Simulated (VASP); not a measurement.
Finite-displacement phonons of Nb (bcc) against the size of the supercell. Computed with PBE GGA, VASP's PBE PAW potentials (set 64) (plane waves; VASP).

Negative values stand for imaginary modes; in small cells they may come from force constants cut short.

```tsv
supercell	highest frequency on the path (cm⁻¹)	lowest frequency (cm⁻¹)
1×1×1	0	0
2×2×2	228	0
3×3×3	[?]	[?]
```

Problem. Fill in the missing entries.

Solution. 
- 3×3×3, highest frequency on the path (cm⁻¹): 212
- 3×3×3, lowest frequency (cm⁻¹): 0

Runs of the series that failed, ran out of time, didn't relax or are held back are left out.

The compound is Nb in the bcc structure.
